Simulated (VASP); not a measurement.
OSZICAR of a VASP run on GaAs (zinc blende):

**OSZICAR**
```
       N       E                     dE             d eps       ncg     rms          rms(c)
DAV:   1     0.823214330053E+02    0.82321E+02   -0.92086E+03   910   0.186E+03
DAV:   2    -0.203849714150E+01   -0.84360E+02   -0.81771E+02   990   0.331E+02
DAV:   3    -0.831733258620E+01   -0.62788E+01   -0.62470E+01  1175   0.758E+01
DAV:   4    -0.842207865706E+01   -0.10475E+00   -0.10472E+00  1020   0.109E+01
DAV:   5    -0.842400543248E+01   -0.19268E-02   -0.19267E-02  1138   0.128E+00    0.276E+00
DAV:   6    -0.828897723230E+01    0.13503E+00   -0.25631E-01  1415   0.922E+00    0.166E+00
DAV:   7    -0.827264241723E+01    0.16335E-01   -0.66563E-02  1184   0.202E+00    0.555E-01
DAV:   8    -0.827345409303E+01   -0.81168E-03   -0.10000E-02  1070   0.139E+00    0.909E-02
DAV:   9    -0.827385460678E+01   -0.40051E-03   -0.10646E-03  1110   0.469E-01    0.555E-02
DAV:  10    -0.827392035466E+01   -0.65748E-04   -0.77802E-05  1210   0.949E-02    0.301E-02
DAV:  11    -0.827397510274E+01   -0.54748E-04   -0.87394E-05   960   0.792E-02    0.405E-03
DAV:  12    -0.827397547994E+01   -0.37721E-06   -0.14618E-06  1108   0.189E-02    0.168E-03
DAV:  13    -0.827397595471E+01   -0.47477E-06   -0.59957E-07  1015   0.668E-03    0.571E-04
DAV:  14    -0.827397593673E+01    0.17979E-07   -0.16341E-08   650   0.179E-03
   1 F= -.82739759E+01 E0= -.82739759E+01  d E =0.000000E+00
```

### Question
Which electronic solver shows in the log?

### Answer
It is blocked Davidson (ALGO = Normal, or the opening steps of other solvers). The INCAR had ALGO = Normal.

### Question
Can the final energy be trusted as converged?

### Answer
Self-consistency was reached. It stopped with EDIFF = 1E-7, NELM = 100 (PBE GGA, plane waves, VASP's PBE PAW potentials (set 64)).

The compound is GaAs in the zinc blende structure. It was relaxed first, which changed the volume by +5 %.
